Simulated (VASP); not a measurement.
VASP ran on this input.

INCAR:
```
ENCUT=420   # plane-wave cut-off (eV)
EDIFFG=-0.005   # ionic stop
EDIFF=1E-09
LASPH=.TRUE.   # aspherical one-centre terms
PREC=Accurate
IBRION=2
SIGMA=0.1   # width (eV)
ALGO=Normal
ISIF=3   # ions, shape and volume
NELM=100
LMAXMIX=4
LCHARG=.FALSE.
LREAL=.FALSE.
SYSTEM=CdGeAs2
LWAVE=.FALSE.
ISMEAR=1
NSW=50   # most ionic steps
GGA=PS   # PBEsol
```

POSCAR:
```
CdGeAs2
1
   -3.0020260000     3.0020260000     5.6892180000
    3.0020260000    -3.0020260000     5.6892180000
    3.0020260000     3.0020260000    -5.6892180000
Cd Ge As
2 2 4
Direct
  0.2500000000   0.7500000000   0.5000000000
  0.5000000000   0.5000000000   0.0000000000
  0.0000000000   0.0000000000   0.0000000000
  0.7500000000   0.2500000000   0.5000000000
  0.8750000000   0.3462200000   0.9712200000
  0.6537800000   0.6250000000   0.5287800000
  0.3750000000   0.9037800000   0.0287800000
  0.0962200000   0.1250000000   0.4712200000
```

KPOINTS:
```
Automatic mesh
0
Gamma
7 7 7
0 0 0
```

POTCAR, in this order: Cd Ge_d As (PBE.64 set). Program: vasp_std.

Write an equivalent input for Ansatz.

One equivalent input (not run):
Ansatz 0.2 input:
```yaml
crystal:
  lattice:
    - [-3.0020260, 3.0020260, 5.6892180]
    - [3.0020260, -3.0020260, 5.6892180]
    - [3.0020260, 3.0020260, -5.6892180]
  atoms:
    - { symbol: Cd, position: [0.2500000, 0.7500000, 0.5000000] }
    - { symbol: Cd, position: [0.5000000, 0.5000000, 0.0000000] }
    - { symbol: Ge, position: [0.0000000, 0.0000000, 0.0000000] }
    - { symbol: Ge, position: [0.7500000, 0.2500000, 0.5000000] }
    - { symbol: As, position: [0.8750000, 0.3462200, 0.9712200] }
    - { symbol: As, position: [0.6537800, 0.6250000, 0.5287800] }
    - { symbol: As, position: [0.3750000, 0.9037800, 0.0287800] }
    - { symbol: As, position: [0.0962200, 0.1250000, 0.4712200] }
kpoints:
  mp_grid: { grid: [7, 7, 7] }
hamiltonian:
  xc: pbesol
  pseudopotentials: { kind: paw }
scf:
  occupations: { method: methfessel_paxton, width: 0.1 }
  max_iter: 100
relax:
  max_steps: 50
  f_tol: 0.005
  cell: {}
output: { forces: true, stress: true, eigenvalues: true }
```
What does not carry over: each code has its own PAW files, so the cut-off isn't converted (ENCUT is set for VASP's; basis.ecutwfc is left out, and Ansatz then takes the one that its files recommend); Ansatz stops its SCF on the density residual and VASP on the energy change (EDIFF).

The structure comes from a computed database's CdGeAs2 entry; how it stands against other phases isn't given here. This run relaxes it. Symmetry was kept, so distortions that lower it aren't found. The run is one of a series of settings (EDIFF = 1E-09, EDIFFG = -0.005, ENCUT = 420, IBRION = 2, ISIF = 3, NSW = 50, KPOINTS 7×7×7 Γ-centred mesh against the base run), some of them coarse on purpose.
